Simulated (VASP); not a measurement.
Consider the following.

```xyz
1
Lattice="-2.0762 2.0762 2.0762 2.0762 -2.0762 2.0762 2.0762 2.0762 -2.0762" Properties=species:S:1:pos:R:3 pbc="T T T"
Nd     0.0000     0.0000     0.0000
```

Level of theory: r2SCAN meta-GGA, VASP's PBE PAW potentials (set 64) (plane waves; VASP 6.6.1). Numerical set-up: 400 eV cut-off, 14×14×14 Γ-centred mesh, tetrahedra with Blöchl corrections, potentials Nd_3.

The 4f electrons are frozen in the core of the lanthanide potential, so 4f levels, which can set the real gap, and their magnetism are missing.

Q: Estimate the energy per atom (σ→0), band gap (over mesh and band path) with the smallest direct gap where there is one.

A: 
```json
{
  "band gap (over mesh and band path)": "none (metal, semimetal or under 0.01 eV)",
  "energy per atom (σ→0)": "-29.289 eV/atom"
}
```

Only differences to runs with the same potentials and settings are physical.

The structure was generated: Nd was put into the bcc type (Im-3m), which need not be its known phase. It was relaxed first.
